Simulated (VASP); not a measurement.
These are PBEsol GGA, VASP's PBE PAW potentials (set 64) (plane waves; VASP 6.6.1) values and carry that method's errors.

A VASP calculation is set up with these files.

INCAR:
```
SYSTEM = ZnS
PREC = Accurate
ENCUT = 210
EDIFF = 1E-6
NELM = 100
ALGO = Normal
LREAL = Auto
LASPH = .TRUE.
ISMEAR = 0
SIGMA = 0.2
GGA = PS
LMAXMIX = 4
LWAVE = .FALSE.
LCHARG = .FALSE.
ISIF = 2
```

**KPOINTS**
```
Automatic mesh
0
Gamma
8 8 8
0 0 0
```

### POSCAR
```
ZnS
3.858280
  1.0000000000   0.0000000000   0.0000000000
 -0.5000000000   0.8660252755   0.0000000000
  0.0000000000   0.0000000000   6.5358221798
Zn S
8 8
Cart
 -0.0000005000   0.5773504723   4.9012784109
  0.5000005000   0.2886748032   1.6333673210
 -0.0000005000   0.5773504723   0.8156052498
  0.5000005000   0.2886748032   4.0835163397
  0.0000000000   0.0000000000   0.0002614329
  0.0000000000   0.0000000000   3.2681725228
  0.5000005000   0.2886748032   5.7209358705
 -0.0000005000   0.5773504723   2.4530247805
  0.0000000000   0.0000000000   3.8803829864
  0.0000000000   0.0000000000   0.6124718965
  0.5000005000   0.2886748032   6.3331463340
 -0.0000005000   0.5773504723   3.0652352441
 -0.0000005000   0.5773504723   1.4280771463
  0.5000005000   0.2886748032   4.6959882362
  0.5000005000   0.2886748032   2.2478653223
 -0.0000005000   0.5773504723   5.5157764122
```

POTCAR, in this order: Zn S (PBE.64 set). Program: vasp_std.

Output

### OUTCAR
```
 ion  position               nearest neighbor table
   1  0.333  0.667  0.750-  14 2.36  14 2.36  14 2.36  16 2.37
   2  0.667  0.333  0.250-  13 2.36  13 2.36  13 2.36  15 2.37
   3  0.333  0.667  0.125-  10 2.36  10 2.36  10 2.36  13 2.36
   4  0.667  0.333  0.625-   9 2.36   9 2.36   9 2.36  14 2.36
   5  0.000  0.000  0.000-  11 2.36  11 2.36  11 2.36  10 2.36
   6  0.000  0.000  0.500-  12 2.36  12 2.36  12 2.36   9 2.36
   7  0.667  0.333  0.875-  11 2.36  16 2.36  16 2.36  16 2.36
   8  0.333  0.667  0.375-  12 2.36  15 2.36  15 2.36  15 2.36
   9  0.000  0.000  0.594-   4 2.36   4 2.36   4 2.36   6 2.36
  10  0.000  0.000  0.094-   3 2.36   3 2.36   3 2.36   5 2.36
  11  0.667  0.333  0.969-   5 2.36   5 2.36   5 2.36   7 2.36
  12  0.333  0.667  0.469-   6 2.36   6 2.36   6 2.36   8 2.36
  13  0.333  0.667  0.218-   3 2.36   2 2.36   2 2.36   2 2.36
  14  0.667  0.333  0.718-   4 2.36   1 2.36   1 2.36   1 2.36
  15  0.667  0.333  0.344-   8 2.36   8 2.36   8 2.36   2 2.37
  16  0.333  0.667  0.844-   7 2.36   7 2.36   7 2.36   1 2.37
  LATTYP: Found a hexagonal cell.
 ALAT       =     3.8582800000
 C/A-ratio  =     6.5358221798
 Subroutine PRICEL returns:
 Original cell was already a primitive cell.
 Subroutine GETGRP returns: Found 12 space group operations
The static configuration has the point symmetry C_3v.
 The point group associated with its full space group is C_6v.
The dynamic configuration has the point symmetry C_3v.
 Subroutine INISYM returns: Found 12 space group operations
 Subroutine IBZKPT returns following result:
 Found     50 irreducible k-points:

 Following reciprocal coordinates:
            Coordinates               Weight
  0.000000  0.000000  0.000000      1.000000
  0.125000  0.000000  0.000000      6.000000
  0.250000  0.000000  0.000000      6.000000
  0.375000  0.000000  0.000000      6.000000
  0.500000  0.000000  0.000000      3.000000
  0.125000  0.125000  0.000000      6.000000
  0.250000  0.125000  0.000000     12.000000
  0.375000  0.125000  0.000000     12.000000
...
```

File OSZICAR:
```
       N       E                     dE             d eps       ncg     rms          rms(c)
DAV:   1     0.725274247880E+03    0.72527E+03   -0.39638E+04  8600   0.957E+02
DAV:   2     0.199556888581E+02   -0.70532E+03   -0.67013E+03  9044   0.272E+02
DAV:   3    -0.601930515383E+02   -0.80149E+02   -0.79350E+02  9694   0.913E+01
DAV:   4    -0.625309446414E+02   -0.23379E+01   -0.23261E+01  9712   0.163E+01
DAV:   5    -0.625699039235E+02   -0.38959E-01   -0.38901E-01  9666   0.198E+00    0.221E+01
DAV:   6    -0.582953347084E+02    0.42746E+01   -0.13472E+01 10574   0.485E+01    0.149E+01
DAV:   7    -0.588627431417E+02   -0.56741E+00   -0.11758E+01  9446   0.799E+00    0.681E+00
DAV:   8    -0.586634573478E+02    0.19929E+00   -0.99830E-01 10654   0.671E+00    0.146E+00
DAV:   9    -0.586436754617E+02    0.19782E-01   -0.21557E-01 10506   0.306E+00    0.632E-01
DAV:  10    -0.586424795301E+02    0.11959E-02   -0.97962E-03  9474   0.468E-01    0.634E-01
DAV:  11    -0.586421755578E+02    0.30397E-03   -0.40760E-04 10772   0.351E-01    0.820E-01
DAV:  12    -0.586405730870E+02    0.16025E-02   -0.12248E-02 10462   0.940E-01    0.313E-01
DAV:  13    -0.586406953246E+02   -0.12224E-03   -0.21968E-03  9528   0.244E-01    0.255E-01
DAV:  14    -0.586407062823E+02   -0.10958E-04   -0.17227E-04  9686   0.758E-02    0.220E-01
DAV:  15    -0.586406905403E+02    0.15742E-04   -0.43770E-05 10776   0.115E-01    0.173E-01
DAV:  16    -0.586406654775E+02    0.25063E-04   -0.81143E-05 10562   0.151E-01    0.112E-01
DAV:  17    -0.586406658605E+02   -0.38296E-06   -0.23927E-05  9800   0.391E-02    0.689E-02
DAV:  18    -0.586406657589E+02    0.10160E-06   -0.68880E-06  8558   0.129E-02
   1 F= -.58640666E+02 E0= -.58640666E+02  d E =-.997491E-11
```

### OUTCAR
```
------------------------ aborting loop because EDIFF is reached ----------------------------------------
  FORCE on cell =-STRESS in cart. coord.  units (eV):
  Direction    XX          YY          ZZ          XY          YZ          ZX
  --------------------------------------------------------------------------------------
  Total      -57.2527761    -57.2527591    -57.3612563      0.0000000      0.0000000      0.0000000
  in kB     -282.1597824   -282.1596988   -282.6944074      0.0000000      0.0000000      0.0000000
  external PRESSURE =    -282.3379629 kB  Pullay stress =       0.0000000 kB
  volume of cell :      325.10
      direct lattice vectors                 reciprocal lattice vectors
     3.858280000  0.000000000  0.000000000     0.259182848  0.149639309  0.000000000
    -1.929140000  3.341368000  0.000000000     0.000000000  0.299278619  0.000000000
     0.000000000  0.000000000 25.217032000     0.000000000  0.000000000  0.039655737
  FREE ENERGIE OF THE ION-ELECTRON SYSTEM (eV)
  ---------------------------------------------------
  free  energy   TOTEN  =       -58.6406657589 eV

  energy  without entropy=      -58.6406657589  energy(sigma->0) =      -58.64066576
```
(Selected blocks of OUTCAR.)

At this cut-off the stress carries a Pulay error, which pulls relaxed volumes low.

The structure comes from a computed database's ZnS entry; how it stands against other phases isn't given here. The cell was not relaxed at this level. The run is one of a series of settings (ENCUT = 210, SIGMA = 0.2, KPOINTS 8×8×8 Γ-centred mesh against the base run), some of them coarse on purpose.
